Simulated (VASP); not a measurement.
A convergence study with VASP on BN (zinc blende): one setting is varied, all else stays as given below, so the limit is that of these other settings.

```yaml
crystal:
  lattice:
    - [0.00000, 1.80750, 1.80750]
    - [1.80750, 0.00000, 1.80750]
    - [1.80750, 1.80750, 0.00000]
  atoms:
    - { symbol: B, position: [0.00000, 0.00000, 0.00000] }
    - { symbol: N, position: [0.25000, 0.25000, 0.25000] }
```

The numbers are results of PBE GGA, VASP's PBE PAW potentials (set 64) (plane waves; VASP), not measurements. The tightest run used: 700 eV cut-off, 18×18×18 Monkhorst-Pack mesh, Gaussian smearing of 0.050 eV, potentials B N.

The reference is 18×18×18 mesh, which took about 50 core-seconds. Costs are core time on shared hosts, one run each; read them as rough ratios.

### Question
Of the settings 1×1×1 mesh; 2×2×2 mesh; 3×3×3 mesh; 4×4×4 mesh; 5×5×5 mesh; 6×6×6 mesh; 7×7×7 mesh; 8×8×8 mesh; 9×9×9 mesh; 10×10×10 mesh; 11×11×11 mesh; 12×12×12 mesh; 13×13×13 mesh; 14×14×14 mesh; 15×15×15 mesh; 16×16×16 mesh; 17×17×17 mesh; 18×18×18 mesh, which is the lowest that keeps the difference from the reference in the stress, largest component (GPa) within 0.2 from there on, and what does it cost?

### Answer
4×4×4 mesh; its cost over the reference is about 1/20.
```
setting        difference in the stress, largest component (GPa)  cost over the reference
-------------  -------------------------------------------------  -----------------------
1×1×1 mesh                                                259.68               about 1/40
2×2×2 mesh                                                  0.28               about 1/40
3×3×3 mesh                                                  3.43               about 1/30
4×4×4 mesh                                                  0.00               about 1/20
5×5×5 mesh                                                  0.16               about 1/20
6×6×6 mesh                                                  0.00               about 1/10
7×7×7 mesh                                                  0.01               about 1/20
8×8×8 mesh                                                  0.00                about 1/8
9×9×9 mesh                                                  0.00               about 1/10
10×10×10 mesh                                               0.00                about 1/5
11×11×11 mesh                                               0.00                about 1/8
12×12×12 mesh                                               0.00                about 1/3
13×13×13 mesh                                               0.00                about 1/6
14×14×14 mesh                                               0.00                about 1/2
15×15×15 mesh                                               0.00                about 1/5
16×16×16 mesh                                               0.00     within a factor of 2
17×17×17 mesh                                               0.00                about 1/3
18×18×18 mesh                                               0.00                reference
```

Left out are rungs that failed or repeat a setting and relaxations that didn't move; long series are thinned to 24 rows.

The compound is BN in the zinc blende structure. The cell was not relaxed at this level.
